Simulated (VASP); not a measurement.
# Ge2Pt (relaxed from the MoSi2 structure, space group I4/mmm): computed properties

The numbers are results of PBEsol GGA, VASP's PBE PAW potentials (set 64) (plane waves; VASP), not measurements.

For Ge$_{2}$Pt, the space group is I4/mmm (139). The cell is a = 3.5713 Å, b = 3.5713 Å, c = 7.8811 Å, α = 90.00°, β = 90.00°, γ = 90.00°. The volume per atom is 16.75 Å³/atom. The band gap (over mesh and band path) is none (metal, semimetal or under 0.01 eV). The density is 11.24 g/cm³.

```cif
data_Ge2Pt
_chemical_formula_sum 'Pt1 Ge2'
_space_group_name_H-M_alt 'P 1'
_space_group_IT_number 1
_cell_length_a 4.68029
_cell_length_b 4.68029
_cell_length_c 4.68029
_cell_angle_alpha 135.143
_cell_angle_beta 135.143
_cell_angle_gamma 65.308
loop_
_space_group_symop_operation_xyz
  'x, y, z'
loop_
_atom_site_label
_atom_site_type_symbol
_atom_site_fract_x
_atom_site_fract_y
_atom_site_fract_z
_atom_site_occupancy
Pt1 Pt 0.00000 0.00000 0.00000 1
Ge1 Ge 0.33819 0.33819 0.00000 1
Ge2 Ge 0.66181 0.66181 0.00000 1
```

Unless said otherwise, spin-orbit coupling is left out, though it shifts the bands of the heavy elements here.

The structure was generated: Ge2Pt was put into the MoSi2 type (I4/mmm), which need not be its known phase. It was relaxed first, which changed the volume by +20 %. Symmetry was kept, so distortions that lower it aren't found.
